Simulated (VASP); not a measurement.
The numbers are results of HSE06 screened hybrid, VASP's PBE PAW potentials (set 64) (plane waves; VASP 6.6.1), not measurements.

VASP ran on this input.

### KPOINTS
```
Automatic mesh
0
Gamma
1 1 1
0 0 0
```

### INCAR
```
# general
SYSTEM    =  AsSi62
PREC      =  Normal
ENCUT     =  400
LREAL     =  Auto   # projection in real space or not
LASPH     =  T   # aspherical one-centre terms
ISYM      =  0
NELECT    =  252.0

# electronic loop
EDIFF     =  1E-5   # SCF stop (eV)
NELM      =  50   # most electronic steps
NELMIN    =  4
ALGO      =  Normal
LMAXMIX   =  4

# smearing
ISMEAR    =  0   # Gaussian
SIGMA     =  0.05   # width (eV)

# functional
GGA       =  PE
LHFCALC   =  T
AEXX      =  0.25
HFSCREEN  =  0.2   # 1/Angstrom
PRECFOCK  =  Fast

# spin
ISPIN     =  2
MAGMOM    =  63*0.0317
NUPDOWN   =  2

# ions
ISIF      =  0

# output
LWAVE     =  F
LCHARG    =  F
LORBIT    =  10
```

POSCAR:
```
AsSi62
1.0
 10.9370747000   0.0000000000   0.0000000000
  0.0000000000  10.9370747000   0.0000000000
  0.0000000000   0.0000000000  10.9370747000
Si As
62 1
Cart
  5.4575179454   0.0035132607   0.0040602107
  6.8592288515   1.3697578333   1.3710981674
  8.2044980736   2.7369525303  10.9316169444
  9.5669321496   4.0907096771   1.3709282326
  8.2057111877  10.9281573443   2.7345535136
  9.5685903502   1.3688608105   4.0854807776
 10.9351494839  10.9340561571  10.9361659789
  1.3693785749   1.3669532513   1.3669969427
  2.7404390827   2.7307386062   0.0126145518
  4.1291442222   4.1144208099   1.3931669311
  5.4722424995   5.4681517153   0.0031531302
  6.8324352299   6.8259813004   1.3782230744
  8.2018703222   8.1989209704   0.0034040311
  9.5740121260   9.5614238779   1.3633307478
  2.7379885196   0.0088867035   2.7311764392
  4.1223765025   1.3849996159   4.1191572446
  5.4631551237   2.7014392068   2.7134768191
  8.2093583991   5.4678813508   2.7118876195
  9.5498834081   6.8164378398   4.1039125319
  5.4678844187  10.9327803298   5.4717513111
  6.8274176610   1.3767634660   6.8244595727
  8.2095825763   2.7013688365   5.4675545292
  9.5444905870   4.1057112870   6.8104098076
  8.2024158919   0.0053058746   8.1994996292
  9.5720583806   1.3653146904   9.5652768135
 10.9319505646   5.4714511934   0.0031809104
  1.3680569596   6.8319774947   1.3771348913
  2.7260321237   8.2062947648   0.0103725795
  4.1031324396   9.5680728089   1.3773144474
  0.0016592899   2.7378049714   2.7359015879
  1.3674262491   4.1011798295   4.1013194664
  2.7402701005   5.4703918437   2.7542977093
  4.1010071418   6.8420696793   4.1215903391
  5.4684008466   8.1976888324   2.7514422163
  6.8361903345   9.5689184033   4.1011864978
 10.9324016872   0.0024987081   5.4744250332
  1.3668393482   1.3782118858   6.8337818638
  2.7377903562   2.7544055488   5.4720409981
  4.1009885116   4.1220258731   6.8398594912
  6.8167449277   6.8443855163   6.8420876905
  8.1859504442   8.1966703217   5.4682026690
  9.5623436301   9.5682314621   6.8336606416
  2.7259365654   0.0101459884   8.2078159019
  4.1043015014   1.3785628357   9.5686051086
  5.4675026349   2.7527159206   8.1974809733
  6.8361824303   4.1013234606   9.5694021731
  8.1845687198   5.4682304141   8.1947850150
  9.5619986080   6.8318154565   9.5676663095
 10.9287550904   8.1969801461   2.7352027285
  1.3720363727   9.5706813526   4.1003432953
 10.9272861953   5.4633746701   5.4630270352
  1.3501612728   6.8351585484   6.8374160514
  2.7220874052   8.2065548408   5.4914666974
  4.0953228925   9.5770696575   6.8410763895
 10.9243127263   2.7347530551   8.1965117451
  1.3719110141   4.1006291488   9.5699699134
  2.7237499029   5.4886187641   8.2086718188
  4.0968967923   6.8357277608   9.5825681011
  5.4419969283   8.2108802438   8.2156585752
  6.8426705907   9.5724282790   9.5704106698
 10.9244459541   8.2075510333   8.2092880748
  1.3682191291   9.5696774013   9.5698578882
  5.5824831716   5.3542552210   5.3542272287
```

POTCAR, in this order: Si As (PBE.64 set). Program: vasp_gam. Read from the step before: WAVECAR.

**Question.** What will the output report for the number of irreducible k-points (NKPTS), largest plane-wave count, FFT grid (NGX, NGY, NGZ)?

**Answer.** 
```
Property                                       Value
--------------------------------------  ------------
number of irreducible k-points (NKPTS)             1
largest plane-wave count                       11924
FFT grid (NGX, NGY, NGZ)                54 × 54 × 54
```

The cell is a supercell with a defect, built from Si (diamond): As_Si-vac_Si, charge +1. The cell's shape comes from a PBE relaxation.
